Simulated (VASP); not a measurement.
These are PBEsol GGA, VASP's PBE PAW potentials (set 64) (plane waves; VASP) values and carry that method's errors.

Input for VASP

**INCAR**
```
! general
SYSTEM  = Mo
PREC    = Accurate
ENCUT   = 480
LREAL   = F   ! projection in real space or not
LASPH   = T   ! aspherical one-centre terms

! electronic loop
EDIFF   = 1E-7   ! SCF stop (eV)
NELM    = 100   ! most electronic steps
ALGO    = Normal   ! blocked Davidson
LMAXMIX = 4   ! l cut-off of mixed one-centre charges

! smearing
ISMEAR  = 1   ! Methfessel-Paxton
SIGMA   = 0.1   ! width (eV)

! functional
GGA     = PS   ! PBEsol

! ions
ISIF    = 2   ! forces and stress, cell fixed

! output
LWAVE   = F
LCHARG  = F
```

**POSCAR**
```
Mo
1
   -1.5650523707     1.5181007996     1.5181007996
    1.5650523707    -1.5181007996     1.5181007996
    1.5650523707     1.5181007996    -1.5181007996
Mo
1
Direct
  0.0000000000   0.0000000000   0.0000000000
```

File KPOINTS:
```
Automatic
0
Gamma
 16 16 16
```

POTCAR, in this order: Mo_sv (PBE.64 set). Program: vasp_std.

The resulting files:

OSZICAR:
```
       N       E                     dE             d eps       ncg     rms          rms(c)
DAV:   1     0.838819467885E+02    0.83882E+02   -0.80052E+03  7766   0.124E+03
DAV:   2    -0.112091825921E+02   -0.95091E+02   -0.91801E+02  8366   0.333E+02
DAV:   3    -0.123999167039E+02   -0.11907E+01   -0.11823E+01  8930   0.371E+01
DAV:   4    -0.124028886138E+02   -0.29719E-02   -0.29717E-02  8435   0.216E+00
DAV:   5    -0.124029031788E+02   -0.14565E-04   -0.14563E-04  8960   0.147E-01    0.190E+01
DAV:   6    -0.118163174429E+02    0.58659E+00   -0.96214E-01  8218   0.121E+01    0.586E+00
DAV:   7    -0.117234387227E+02    0.92879E-01   -0.22287E-01  8952   0.540E+00    0.820E-01
DAV:   8    -0.117177999339E+02    0.56388E-02   -0.40404E-03  8092   0.907E-01    0.172E-01
DAV:   9    -0.117178147637E+02   -0.14830E-04   -0.69837E-05  9057   0.112E-01    0.862E-02
DAV:  10    -0.117178212838E+02   -0.65202E-05   -0.81243E-06  8296   0.369E-02    0.693E-03
DAV:  11    -0.117178214584E+02   -0.17456E-06   -0.15460E-07  7911   0.421E-03    0.944E-04
DAV:  12    -0.117178213893E+02    0.69131E-07   -0.80664E-09  4388   0.115E-03
   1 F= -.11717821E+02 E0= -.11717885E+02  d E =0.190632E-03
```

OUTCAR:
```
------------------------ aborting loop because EDIFF is reached ----------------------------------------
  FORCE on cell =-STRESS in cart. coord.  units (eV):
  Direction    XX          YY          ZZ          XY          YZ          ZX
  --------------------------------------------------------------------------------------
  Total        1.0734523      2.1468639      2.1468639     -0.0000000      0.0000000      0.0000000
  in kB      119.2074097    238.4102942    238.4102942     -0.0000000      0.0000000      0.0000000
  external PRESSURE =     198.6759994 kB  Pullay stress =       0.0000000 kB
  volume of cell :       14.43
      direct lattice vectors                 reciprocal lattice vectors
    -1.565052371  1.518100800  1.518100800     0.000000000  0.329358894  0.329358894
     1.565052371 -1.518100800  1.518100800     0.319478127  0.000000000  0.329358894
     1.565052371  1.518100800 -1.518100800     0.319478127  0.329358894  0.000000000
 POSITION                                       TOTAL-FORCE (eV/Angst)
 -----------------------------------------------------------------------------------
      0.00000      0.00000      0.00000        -0.000000      0.000000      0.000000
 -----------------------------------------------------------------------------------
    total drift:                               -0.000000     -0.000000      0.000000
  FREE ENERGIE OF THE ION-ELECTRON SYSTEM (eV)
  ---------------------------------------------------
  free  energy   TOTEN  =       -11.7178213893 eV

  energy  without entropy=      -11.7180120211  energy(sigma->0) =      -11.71788493
```
(Selected blocks of OUTCAR.)

The compound is Mo in the bcc structure. This cell was strained or had an atom moved on purpose.
